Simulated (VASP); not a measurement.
Level of theory: PBE GGA, VASP's PBE PAW potentials (set 64) (plane waves; VASP 6.6.1).

A VASP calculation is set up with these files.

### INCAR
```
ALGO  =  Fast
EDIFF  =  1E-5
EDIFFG  =  -0.03
ENCUT  =  400
GGA  =  PE
IBRION  =  2
ISIF  =  2
ISMEAR  =  0
ISYM  =  0
LASPH  =  .TRUE.
LCHARG  =  .FALSE.
LREAL  =  Auto
LWAVE  =  .TRUE.
NELECT  =  256.0
NELM  =  100
NELMIN  =  4
NSW  =  60
PREC  =  Normal
SIGMA  =  0.05
SYSTEM  =  AlC63
```

### KPOINTS
```
Automatic
0
Gamma
  1 1 1
```

### POSCAR
```
AlC63
1.0
  7.1465551590   0.0000000000   0.0000000000
  0.0000000000   7.1465551590   0.0000000000
  0.0000000000   0.0000000000   7.1465551590
C Al
63 1
Cart
  3.5732775795   0.0000000000   0.0000000000
  4.4665969744   0.8933193949   0.8933193949
  5.3599163692   1.7866387898   0.0000000000
  6.2532357641   2.6799581846   0.8933193949
  5.3599163692   0.0000000000   1.7866387898
  6.2532357641   0.8933193949   2.6799581846
  0.0000000000   0.0000000000   0.0000000000
  0.8933193949   0.8933193949   0.8933193949
  1.7866387898   1.7866387898   0.0000000000
  2.7073223443   2.6848464284   0.8590873957
  3.5732775795   3.5732775795   0.0000000000
  4.4882939158   4.4181004511   0.8946415076
  5.3599163692   5.3599163692   0.0000000000
  6.2532357641   6.2532357641   0.8933193949
  1.7866387898   0.0000000000   1.7866387898
  2.7140615458   0.9038891500   2.6754844411
  3.5935523565   1.8358999945   1.8003315894
  4.4183434339   2.6438537880   2.6945157175
  5.3102978368   3.5304268348   1.7934780430
  6.2702016861   4.5014006980   2.6554097677
  3.5732775795   0.0000000000   3.5732775795
  4.5161511878   0.8532558067   4.4963194973
  5.3173229005   1.7648132103   3.5317775337
  6.2942355511   2.7022411436   4.4951117295
  5.3599163692   0.0000000000   5.3599163692
  6.2532357641   0.8933193949   6.2532357641
  0.0000000000   3.5732775795   0.0000000000
  0.8933193949   4.4665969744   0.8933193949
  1.7866387898   5.3599163692   0.0000000000
  2.6799581846   6.2532357641   0.8933193949
  0.0000000000   1.7866387898   1.7866387898
  0.9000585964   2.6810301679   2.6806299608
  1.7825723999   3.5776584178   1.7943070434
  2.6334055243   4.4363813392   2.6562030353
  3.5881781470   5.4077768491   1.8083214381
  4.4856568370   6.2509845992   2.6938296482
  0.0000000000   0.0000000000   3.5732775795
  0.8933193949   0.8933193949   4.4665969744
  1.7388140426   1.7477115038   3.5477643776
  2.7154765638   2.6309328162   4.4289918011
  4.4952117812   4.4367386669   4.4608082647
  5.3923974624   5.3552854015   3.5838258949
  6.2532357641   6.2532357641   4.4665969744
  1.7866387898   0.0000000000   5.3599163692
  2.6799581846   0.8933193949   6.2532357641
  3.6135698575   1.7885969459   5.4036890196
  4.4651748099   2.6481774538   6.2205974467
  5.3404634461   3.5470783083   5.3500255369
  6.2532357641   4.4665969744   6.2532357641
  0.0000000000   5.3599163692   1.7866387898
  0.8933193949   6.2532357641   2.6799581846
  0.0000000000   3.5732775795   3.5732775795
  0.8449515096   4.5085829859   4.4410694793
  1.7584241900   5.3473813115   3.5666741625
  2.6486777127   6.2364270664   4.4929034439
  0.0000000000   1.7866387898   5.3599163692
  0.8933193949   2.6799581846   6.2532357641
  1.7414010956   3.5525525695   5.3145500371
  2.7214153511   4.4701202261   6.2553511445
  3.6109470717   5.4007374923   5.3551353238
  4.4665969744   6.2532357641   6.2532357641
  0.0000000000   5.3599163692   5.3599163692
  0.8933193949   6.2532357641   6.2532357641
  3.5523238798   3.5772725038   3.5346290092
```

POTCAR, in this order: C Al (PBE.64 set). Program: vasp_gam.

The cell is charged, with a uniform compensating background. The supercell is sampled at Γ alone, which is coarse: total energies, pressure and levels can be off, energies of defects by several tenths of an eV.

### Question
Predict the energy per atom (σ→0).

### Answer

```yaml
energy per atom (σ→0): -8.641 eV/atom
```

### OSZICAR
```
...
RMM:   4    -0.553045329331E+03   -0.31861E-06   -0.31666E-06   179   0.406E-03
  16 F= -.55304533E+03 E0= -.55304533E+03  d E =-.213398E-02
       N       E                     dE             d eps       ncg     rms          rms(c)
DAV:   1    -0.553045718744E+03   -0.38973E-03   -0.10709E-01   338   0.934E-01    0.622E-02
RMM:   2    -0.553045808668E+03   -0.89923E-04   -0.14261E-03   322   0.106E-01    0.363E-02
RMM:   3    -0.553045815331E+03   -0.66637E-05   -0.28256E-04   325   0.399E-02    0.141E-02
RMM:   4    -0.553045819553E+03   -0.42212E-05   -0.50242E-05   245   0.156E-02
  17 F= -.55304582E+03 E0= -.55304582E+03  d E =-.490221E-03
```

The cell is a supercell with a defect, built from C (diamond): Al_C, charge -1. The run is not spin-polarised, so no state with unpaired spins was tried.
